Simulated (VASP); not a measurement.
## NiGe: accuracy against cost in the number of MPI ranks and SCF threshold

A convergence test on NiGe: the number of MPI ranks and SCF threshold. The series runs use PBEsol. The number of MPI ranks tried: 1 ranks; 2 ranks; 4 ranks; 8 ranks. The SCF threshold tried: EDIFF = 0.01; EDIFF = 0.001; EDIFF = 1E-04; EDIFF = 1E-05; EDIFF = 1E-06; EDIFF = 1E-08. The start is a cell from a database of measured crystal structures.

Calculated with VASP 6.6.1; PBEsol, spin-polarised from a ferromagnetic start; plane waves and PAW (Ni, Ge_d).

### Step 1. The starting structure

The structure is orthorhombic, space group Pnma (No. 62). Conventional cell: a = 5.381 Å, b = 3.428 Å, c = 5.811 Å, α = 90.00°, β = 90.00°, γ = 90.00°. Nearest to Ni lie 6 Ge at 2.33 to 2.49 Å. Nearest to Ge lie 6 Ni at 2.33 to 2.49 Å. Farther neighbours are not listed.

Coordinates:

```
Ni Ge
1.0
     5.38100    0.00000    0.00000
     0.00000    3.42800    0.00000
     0.00000    0.00000    5.81100
Ni Ge
4 4
Direct
  0.99500 0.75000 0.19000
  0.00500 0.25000 0.81000
  0.50500 0.25000 0.69000
  0.49500 0.75000 0.31000
  0.81200 0.75000 0.58300
  0.18800 0.25000 0.41700
  0.68800 0.25000 0.08300
  0.31200 0.75000 0.91700
```

### Step 2. Number of MPI ranks: 1 ranks

The same run on more MPI ranks shows how well it scales. PBEsol restores the gradient expansion of exchange and is tuned for the cells of solids.

Contents of INCAR:

```
SYSTEM = NiGe
PREC = Accurate
ENCUT = 410
EDIFF = 1E-06
NELM = 100
ISMEAR = -1
SIGMA = 0.05
LREAL = .FALSE.
ALGO = Normal
GGA = PS
NBANDS = 66
ISPIN = 2
MAGMOM = 1 1 1 1 0 0 0 0
LASPH = .TRUE.
LMAXMIX = 4
LORBIT = 11
LWAVE = .FALSE.
LCHARG = .FALSE.
ISIF = 2
```

Contents of POSCAR:

```
NiGe
1.0
    5.3810000000      0.0000000000      0.0000000000
    0.0000000000      3.4280000000      0.0000000000
    0.0000000000      0.0000000000      5.8110000000
Ni Ge
4 4
Direct
    0.9950000000      0.7500000000      0.1900000000
    0.0050000000      0.2500000000      0.8100000000
    0.5050000000      0.2500000000      0.6900000000
    0.4950000000      0.7500000000      0.3100000000
    0.8120000000      0.7500000000      0.5830000000
    0.1880000000      0.2500000000      0.4170000000
    0.6880000000      0.2500000000      0.0830000000
    0.3120000000      0.7500000000      0.9170000000
```

Contents of KPOINTS:

```
Automatic mesh
0
Gamma
4 7 4
0 0 0
```

The projector-augmented-wave data sets are Ni and Ge_d (PBE family, release 64).

Launch:

```sh
$ mpirun -np 1 vasp_std
```

Output:

```text
[banner, memory and clock lines left out]
running    1 mpi-ranks, on    1 nodes
 distrk:  each k-point on    1 cores,    1 groups
 distr:  one band on    1 cores,    1 groups

 POSCAR found type information on POSCAR NiGe
 POSCAR found :  2 types and       8 ions
|                                                                             |
|               ----> ADVICE to this user running VASP <----                  |
|                                                                             |
|     You enforced a specific xc type in the INCAR file but a different       |
|     [... a line on the potential file left out ...]
|     I HOPE YOU KNOW WHAT YOU ARE DOING!                                     |
|                                                                             |

 LDA part: xc-table for (Slater+PW92), standard interpolation
 POSCAR, INCAR and KPOINTS ok, starting setup
 FFT: planning ... GRIDC
 FFT: planning ... GRID_SOFT
 FFT: planning ... GRID
 WAVECAR not read
 entering main loop
       N       E                     dE             d eps       ncg     rms          rms(c)
DAV:   1     0.919272963759E+03    0.91927E+03   -0.32949E+04 11570   0.339E+03
DAV:   2     0.140213507289E+03   -0.77906E+03   -0.72450E+03  9504   0.796E+02
DAV:   3    -0.395573005525E+02   -0.17977E+03   -0.17082E+03  9584   0.223E+02
DAV:   4    -0.524047330920E+02   -0.12847E+02   -0.12713E+02 10732   0.699E+01
DAV:   5    -0.526834633352E+02   -0.27873E+00   -0.27849E+00 10424   0.117E+01    0.257E+01
DAV:   6    -0.617488924510E+02   -0.90654E+01   -0.68394E+01 12830   0.897E+01    0.349E+01
DAV:   7    -0.473519631976E+02    0.14397E+02   -0.27606E+01 10682   0.604E+01    0.391E+00
DAV:   8    -0.473712341825E+02   -0.19271E-01   -0.29230E+00 11720   0.123E+01    0.337E+00
DAV:   9    -0.472883461008E+02    0.82888E-01   -0.61830E-01 10998   0.674E+00    0.817E-01
DAV:  10    -0.472869257397E+02    0.14204E-02   -0.48437E-02 10538   0.214E+00    0.430E-01
DAV:  11    -0.472867349265E+02    0.19081E-03   -0.53386E-03 11764   0.478E-01    0.223E-01
DAV:  12    -0.472867809803E+02   -0.46054E-04   -0.73189E-04 13362   0.235E-01    0.150E-01
DAV:  13    -0.472867211545E+02    0.59826E-04   -0.28181E-04 10606   0.166E-01    0.430E-02
DAV:  14    -0.472867191415E+02    0.20130E-05   -0.37513E-05 12694   0.517E-02    0.131E-02
DAV:  15    -0.472867188939E+02    0.24755E-06   -0.59012E-06  9206   0.152E-02
   1 F= -.47286719E+02 E0= -.47278686E+02  d E =-.160655E-01  mag=     0.0001
```

The job ended after 2.2 min (1 MPI rank of Intel Xeon 6975P-C (Granite Rapids), shared host; peak memory 0.37 GiB).

Lines that name or quote the potential files are left out of all logs, and their timing lines are given in words.

From OUTCAR (step 2):

```text
ion  position               nearest neighbor table
   1  0.995  0.750  0.190-   8 2.33   6 2.40   6 2.40   7 2.46   7 2.46   5 2.49   4 2.78   4 2.78
                             2 2.80   2 2.80
   2  0.005  0.250  0.810-   7 2.33   5 2.40   5 2.40   8 2.46   8 2.46   6 2.49   3 2.78   3 2.78
                             1 2.80   1 2.80
   3  0.505  0.250  0.690-   6 2.33   8 2.40   8 2.40   5 2.46   5 2.46   7 2.49   2 2.78   2 2.78
                             4 2.80   4 2.80
   4  0.495  0.750  0.310-   5 2.33   7 2.40   7 2.40   6 2.46   6 2.46   8 2.49   1 2.78   1 2.78
                             3 2.80   3 2.80
   5  0.812  0.750  0.583-   4 2.33   2 2.40   2 2.40   3 2.46   3 2.46   1 2.49   6 2.82   6 2.82

  LATTYP: Found a simple orthorhombic cell.
 ALAT       =     3.4280000000
 B/A-ratio  =     1.5697199533
 C/A-ratio  =     1.6951575263

 Subroutine GETGRP returns: Found  8 space group operations
 (whereof  2 operations were pure point group operations)

The static configuration has the point symmetry S_2 .
 The point group associated with its full space group is D_2h.

 Found     36 irreducible k-points:

   k-points           NKPTS =     36   k-points in BZ     NKDIM =     36   number of bands    NBANDS=     66

   dimension x,y,z NGX =    36 NGY =   24 NGZ =   40
   dimension x,y,z NGXF=    72 NGYF=   48 NGZF=   80

   ENCUT  =  410.0 eV  30.13 Ry    5.49 a.u.   8.88  5.66  9.59*2*pi/ulx,y,z

   NELECT =      96.0000    total number of electrons

 k-points in reciprocal lattice and weights: Automatic mesh
   0.00000000  0.00000000  0.00000000       0.009
   0.25000000  0.00000000  0.00000000       0.018
   0.50000000  0.00000000  0.00000000       0.009
   0.00000000  0.14285714  0.00000000       0.018
   0.25000000  0.14285714  0.00000000       0.036
   0.50000000  0.14285714  0.00000000       0.018
   0.00000000  0.28571429  0.00000000       0.018
   0.25000000  0.28571429  0.00000000       0.036
   0.50000000  0.28571429  0.00000000       0.018
[...]
0.25000000  0.42857143  0.50000000       0.036
   0.50000000  0.42857143  0.50000000       0.018

 average (electrostatic) potential at core
       1 -82.6860       2 -82.6860       3 -82.6860       4 -82.6860       5 -70.1793
       6 -70.1793       7 -70.1793       8 -70.1793

 E-fermi :   8.7195

 spin component 1
 k-point     1 :       0.0000    0.0000    0.0000
  band No.  band energies     occupation
    ...
     44       7.0463      1.00000
     45       7.0773      1.00000
     46       7.6859      1.00000
     47       7.8928      1.00000
     48       8.0407      1.00000
     49       9.3821      0.00000
     50       9.5172      0.00000
     51      12.7863      0.00000
     52      12.9535      0.00000
     53      13.2188      0.00000
    ...

 k-point     2 :       0.2500    0.0000    0.0000
  band No.  band energies     occupation
    ...
     43       7.0438      1.00000
     44       7.0667      1.00000
     45       7.1084      1.00000
     46       7.4231      1.00000
     47       8.1306      0.99999
     48       8.8295      0.09973
     49      10.1286      0.00000
     50      10.9126      0.00000
     51      12.0716      0.00000
     52      12.1493      0.00000
    ...

 k-point     3 :       0.5000    0.0000    0.0000
  band No.  band energies     occupation
    ...
     42       6.7362      1.00000
     43       7.0884      1.00000
     44       7.0884      1.00000
     45       7.1740      1.00000
     46       7.1740      1.00000
     47       9.4514      0.00000
     48       9.4514      0.00000
     49      10.3517      0.00000
     50      10.3517      0.00000
     51      11.8905      0.00000
    ...

 k-point     4 :       0.0000    0.1429    0.0000
  band No.  band energies     occupation
    ...
     44       7.1241      1.00000
     45       7.3716      1.00000
     46       7.6009      1.00000
     47       7.7401      1.00000
     48       7.9736      1.00000
     49       9.5130      0.00000
     50       9.7555      0.00000
     51      10.6932      0.00000
     52      11.2757      0.00000
     53      12.3054      0.00000
    ...

 k-point     5 :       0.2500    0.1429    0.0000
  band No.  band energies     occupation
    ...
     44       7.1446      1.00000
     45       7.4149      1.00000
     46       7.4494      1.00000
     47       7.8976      1.00000
     48       8.2020      0.99997
     49       9.9548      0.00000
     50      10.6298      0.00000
     51      11.1745      0.00000
     52      11.4972      0.00000
     53      11.8496      0.00000
    ...

 k-point     6 :       0.5000    0.1429    0.0000
  band No.  band energies     occupation
    ...
     42       6.7591      1.00000
     43       7.1130      1.00000
     44       7.1130      1.00000
     45       7.3022      1.00000
     46       7.3022      1.00000
     47       8.8611      0.05567
     48       8.8611      0.05567
     49       9.6467      0.00000
     50       9.6467      0.00000
     51      11.9091      0.00000
    ...

  Total       -2.0683987     -3.0521803     -2.1854975      0.0000000      0.0000000      0.0000000
  in kB      -30.9164876    -45.6211343    -32.6667723      0.0000000      0.0000000      0.0000000
  external PRESSURE =     -36.4014647 kB  Pullay stress =       0.0000000 kB

  energy-cutoff  :      410.00
  volume of cell :      107.19
      direct lattice vectors                 reciprocal lattice vectors
     5.381000000  0.000000000  0.000000000     0.185839063  0.000000000  0.000000000
     0.000000000  3.428000000  0.000000000     0.000000000  0.291715286  0.000000000
     0.000000000  0.000000000  5.811000000     0.000000000  0.000000000  0.172087420

 POSITION                                       TOTAL-FORCE (eV/Angst)
 -----------------------------------------------------------------------------------
      5.35409      2.57100      1.10409        -0.049610     -0.000000     -0.020811
      0.02691      0.85700      4.70691         0.049610      0.000000      0.020811
      2.71741      0.85700      4.00959         0.049610     -0.000000     -0.020811
      2.66359      2.57100      1.80141        -0.049610     -0.000000      0.020811
      4.36937      2.57100      3.38781        -0.108711     -0.000000      0.137170
      1.01163      0.85700      2.42319         0.108711      0.000000     -0.137170
      3.70213      0.85700      0.48231         0.108711      0.000000      0.137170
      1.67887      2.57100      5.32869        -0.108711     -0.000000     -0.137170
 -----------------------------------------------------------------------------------
    total drift:                                0.000000     -0.000000     -0.000000

  FREE ENERGIE OF THE ION-ELECTRON SYSTEM (eV)
  ---------------------------------------------------
  free  energy   TOTEN  =       -47.2867188939 eV

  energy  without entropy=      -47.2706533546  energy(sigma->0) =      -47.27868612

 total charge
# of ion       s       p       d       tot
------------------------------------------
    1        0.459   0.533   8.447   9.439
    2        0.459   0.533   8.447   9.439
    3        0.459   0.533   8.447   9.439
    4        0.459   0.533   8.447   9.439
    5        1.137   1.190  10.086  12.414
    6        1.137   1.190  10.086  12.414
    7        1.137   1.190  10.086  12.414
    8        1.137   1.190  10.086  12.414
--------------------------------------------------
tot          6.386   6.895  74.130  87.411

 magnetization (x)
# of ion       s       p       d       tot
------------------------------------------
    1       -0.000   0.000  -0.000  -0.000
    2       -0.000   0.000  -0.000  -0.000
    3       -0.000   0.000  -0.000  -0.000
    4       -0.000   0.000  -0.000  -0.000
    5        0.000   0.000   0.000   0.000
    6        0.000   0.000   0.000   0.000
    7        0.000   0.000   0.000   0.000
    8        0.000   0.000   0.000   0.000
--------------------------------------------------
tot          0.000   0.000  -0.000   0.000

[... 6 further parts left out ...]
```

The moments of the start collapse, so the state is non-magnetic; other starts or orders were not tried. The k-mesh is coarse for a metal. The PAW data sets were made with PBE, which is usual practice but a small mismatch for other functionals.

Numbers from this step:

```
electronic steps        : 15
electrons               : 96
bands                   : 66
irreducible k points    : 36
symmetry operations     : 8
free energy (TOTEN)     : -47.29 eV
energy at zero smearing : -47.28 eV
Fermi energy            : 8.720 eV
pressure                : -3.640 GPa
metallic                : yes
```

The spin moment in the PAW sphere vanishes on all atoms.

The series starts at -5.9098 eV an atom and -3.64 GPa, after 15 cycles in 2.2 min.

### Step 3. Number of MPI ranks: 2 ranks

INCAR, as its differences from that of step 2:

```diff
@@ -18,2 +18,3 @@
 LCHARG = .FALSE.
+KPAR = 2
 ISIF = 2
```

POSCAR is that of step 2.

KPOINTS is that of step 2.

Launch:

```sh
$ mpirun -np 2 vasp_std
```

Output:

```text
[banner, memory and clock lines left out]
running    2 mpi-ranks, on    1 nodes
[...]
[... a notice as in an earlier step ...]

 LDA part: xc-table for (Slater+PW92), standard interpolation
 POSCAR, INCAR and KPOINTS ok, starting setup
[...]
entering main loop
       N       E                     dE             d eps       ncg     rms          rms(c)
[... 5 cycles as in an earlier step ...]
DAV:   6    -0.617488924508E+02   -0.90654E+01   -0.68394E+01 12830   0.897E+01    0.349E+01
[... 1 cycle as in an earlier step ...]
DAV:   8    -0.473712341823E+02   -0.19271E-01   -0.29230E+00 11720   0.123E+01    0.337E+00
DAV:   9    -0.472883461014E+02    0.82888E-01   -0.61830E-01 10998   0.674E+00    0.817E-01
DAV:  10    -0.472869257400E+02    0.14204E-02   -0.48437E-02 10538   0.214E+00    0.430E-01
DAV:  11    -0.472867349271E+02    0.19081E-03   -0.53386E-03 11764   0.478E-01    0.223E-01
DAV:  12    -0.472867809797E+02   -0.46053E-04   -0.73189E-04 13362   0.235E-01    0.150E-01
DAV:  13    -0.472867211542E+02    0.59826E-04   -0.28181E-04 10606   0.166E-01    0.430E-02
DAV:  14    -0.472867191416E+02    0.20126E-05   -0.37513E-05 12694   0.517E-02    0.131E-02
DAV:  15    -0.472867188924E+02    0.24919E-06   -0.59012E-06  9206   0.152E-02
   1 F= -.47286719E+02 E0= -.47278686E+02  d E =-.160655E-01  mag=     0.0001
```

Elapsed: 69 s, on 2 MPI ranks; peak memory 0.72 GiB; 2.3 min of CPU time.

Parts of OUTCAR (step 3):

```text
  Total       -2.0683987     -3.0521802     -2.1854975     -0.0000000      0.0000000      0.0000000
  in kB      -30.9164879    -45.6211338    -32.6667719     -0.0000000      0.0000000      0.0000000
  external PRESSURE =     -36.4014645 kB  Pullay stress =       0.0000000 kB

 POSITION                                       TOTAL-FORCE (eV/Angst)
 -----------------------------------------------------------------------------------
      5.35409      2.57100      1.10409        -0.049610      0.000000     -0.020811
      0.02691      0.85700      4.70691         0.049610      0.000000      0.020811
      2.71741      0.85700      4.00959         0.049610      0.000000     -0.020811
      2.66359      2.57100      1.80141        -0.049610      0.000000      0.020811
      4.36937      2.57100      3.38781        -0.108711      0.000000      0.137170
      1.01163      0.85700      2.42319         0.108711     -0.000000     -0.137170
      3.70213      0.85700      0.48231         0.108711     -0.000000      0.137170
      1.67887      2.57100      5.32869        -0.108711     -0.000000     -0.137170
 -----------------------------------------------------------------------------------
    total drift:                                0.000000     -0.000000     -0.000000

  FREE ENERGIE OF THE ION-ELECTRON SYSTEM (eV)
  ---------------------------------------------------
  free  energy   TOTEN  =       -47.2867188924 eV

  energy  without entropy=      -47.2706533530  energy(sigma->0) =      -47.27868612

[... 3 parts as in an earlier step ...]

[... 1 further part left out ...]
[key lines of the parts left out:]
E-fermi :   8.7195
```

Against the first of the series the energy stays within 0.01 meV an atom and the pressure within 0.01 GPa, after 15 cycles in 69 s.

### Step 4. Number of MPI ranks: 4 ranks

INCAR, as its differences from that of step 3:

```diff
@@ -18,3 +18,3 @@
 LCHARG = .FALSE.
-KPAR = 2
+KPAR = 4
 ISIF = 2
```

POSCAR is that of step 3.

KPOINTS is that of step 3.

Launch:

```sh
$ mpirun -np 4 vasp_std
```

Output:

```text
[banner, memory and clock lines left out]
running    4 mpi-ranks, on    1 nodes
[...]
[... a notice as in an earlier step ...]

 LDA part: xc-table for (Slater+PW92), standard interpolation
 POSCAR, INCAR and KPOINTS ok, starting setup
[...]
entering main loop
       N       E                     dE             d eps       ncg     rms          rms(c)
[... 5 cycles as in an earlier step ...]
DAV:   6    -0.617488924509E+02   -0.90654E+01   -0.68394E+01 12830   0.897E+01    0.349E+01
[... 1 cycle as in an earlier step ...]
DAV:   8    -0.473712341824E+02   -0.19271E-01   -0.29230E+00 11720   0.123E+01    0.337E+00
DAV:   9    -0.472883461003E+02    0.82888E-01   -0.61830E-01 10998   0.674E+00    0.817E-01
DAV:  10    -0.472869257406E+02    0.14204E-02   -0.48437E-02 10538   0.214E+00    0.430E-01
DAV:  11    -0.472867349256E+02    0.19082E-03   -0.53386E-03 11764   0.478E-01    0.223E-01
DAV:  12    -0.472867809804E+02   -0.46055E-04   -0.73189E-04 13362   0.235E-01    0.150E-01
DAV:  13    -0.472867211537E+02    0.59827E-04   -0.28181E-04 10606   0.166E-01    0.430E-02
DAV:  14    -0.472867191404E+02    0.20133E-05   -0.37513E-05 12694   0.517E-02    0.131E-02
DAV:  15    -0.472867188933E+02    0.24716E-06   -0.59012E-06  9206   0.152E-02
   1 F= -.47286719E+02 E0= -.47278686E+02  d E =-.160655E-01  mag=     0.0001
```

Run time: 37 s. Hardware: 4 MPI ranks; peak memory 1.5 GiB.

Parts of OUTCAR (step 4):

```text
  Total       -2.0683987     -3.0521802     -2.1854975      0.0000000      0.0000000      0.0000000
  in kB      -30.9164886    -45.6211341    -32.6667711      0.0000000      0.0000000      0.0000000
  external PRESSURE =     -36.4014646 kB  Pullay stress =       0.0000000 kB

 POSITION                                       TOTAL-FORCE (eV/Angst)
 -----------------------------------------------------------------------------------
      5.35409      2.57100      1.10409        -0.049610     -0.000000     -0.020811
      0.02691      0.85700      4.70691         0.049610      0.000000      0.020811
      2.71741      0.85700      4.00959         0.049610     -0.000000     -0.020811
      2.66359      2.57100      1.80141        -0.049610     -0.000000      0.020811
      4.36937      2.57100      3.38781        -0.108711     -0.000000      0.137170
      1.01163      0.85700      2.42319         0.108711      0.000000     -0.137170
      3.70213      0.85700      0.48231         0.108711      0.000000      0.137170
      1.67887      2.57100      5.32869        -0.108711      0.000000     -0.137170
 -----------------------------------------------------------------------------------
    total drift:                                0.000000     -0.000000     -0.000000

  FREE ENERGIE OF THE ION-ELECTRON SYSTEM (eV)
  ---------------------------------------------------
  free  energy   TOTEN  =       -47.2867188933 eV

  energy  without entropy=      -47.2706533539  energy(sigma->0) =      -47.27868612

[... 3 parts as in an earlier step ...]

[... 1 further part left out ...]
[key lines of the parts left out:]
E-fermi :   8.7195
```

Against the first of the series the energy stays within 0.01 meV an atom and the pressure within 0.01 GPa, after 15 cycles in 37 s.

(Part 1 of 3 ends here.)

[Lines on the potential files, build, host, timing and source positions are cut from VASP's logs without a mark.]

[Logs are printed without paths, hosts, clocks, repeated set-up lines and the standing remarks that a program may print on its own settings, such as how far it seeks lower states.]

[Hosts, paths, dates, database ids (printed as entryN), source tags and the programs' standing remarks are cut or masked in the printed files.]

[A measured line is paired with the nearest computed mode of its activity, which favours agreement.]
